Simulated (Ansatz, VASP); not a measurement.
NaScTe2: VASP beside Ansatz

The input POSCAR:

```
NaScTe2
1.0
    4.3944609342      0.0000000000      0.0000000000
    0.0000000000      4.3944609342      0.0000000000
    0.0000000000      0.0000000000      6.0148661858
Na Te Sc
1 2 1
Direct
    0.0000000000      0.0000000000      0.0000000000
    0.0000000000      0.0000000000      0.5000000000
    0.5000000000      0.5000000000      0.0000000000
    0.5000000000      0.5000000000      0.5000000000
```

The input INCAR.step1:

```
ALGO = Normal
EDIFF = 1E-4
ENCUT = 520
GGA = PE
ISMEAR = -1
LASPH = True
LCHARG = False
LREAL = False
LWAVE = True
NBANDS = 23
NELM = 100
PREC = Accurate
SIGMA = 0.02
```

Contents of INCAR.step2:

```
ALGO = Normal
EDIFF = 1E-6
ENCUT = 520
ISIF = 2
ISMEAR = -1
ISTART = 1
LASPH = True
LCHARG = False
LMIXTAU = True
LREAL = False
LWAVE = False
METAGGA = R2SCAN
NBANDS = 23
NELM = 100
PREC = Accurate
SIGMA = 0.02
```

Contents of KPOINTS:

```
k-points
0
Gamma
  6 6 4
```

Input for Ansatz:

```yaml
crystal:
  lattice:
    - [4.3944609342, 0.0, 0.0]
    - [0.0, 4.3944609342, 0.0]
    - [0.0, 0.0, 6.0148661858]
  atoms:
    - { symbol: Na, position: [0.0, 0.0, 0.0] }
    - { symbol: Te, position: [0.0, 0.0, 0.5] }
    - { symbol: Sc, position: [0.5, 0.5, 0.5] }
    - { symbol: Te, position: [0.5, 0.5, 0.0] }
kpoints:
  mp_grid: { grid: [6, 6, 4] }
hamiltonian:
  xc: r2scan
scf:
  occupations: { method: fermi_dirac, width: 0.02 }
  n_extra_bands: 5
output:
  forces: true
  stress: true
  eigenvalues: true
```

Alike in both runs: task single point; functional r2SCAN; k mesh 6 × 6 × 4; occupations fermi-dirac, width 0.02 eV; no spin polarisation.

```csv
,VASP,Ansatz
version,VASP 6.6.1,Ansatz 0.2.0
potentials or method,"VASP PAW PBE potentials, release 64 (Na_pv, Te, Sc_sv)","plane waves, PAW"
plane-wave cutoff (eV),520,500
valence electrons in the cell,30,52
```

|  | VASP | Ansatz | Ansatz less VASP |
| --- | --- | --- | --- |
| pressure (GPa) | -2.5 | -2.5 | -0.02 |
| largest component of the traceless stress (GPa) | 0.45 | 0.49 | +0.041 |

With one functional, cell and mesh, what is left measures potentials, basis and numerics. The two sets of potentials don't hold the same shells in valence.

Caveats: the PAW data sets were made with another functional, which shifts forces and pressure a little (VASP). The runs have no spin-orbit coupling, so splittings on Te are missing.
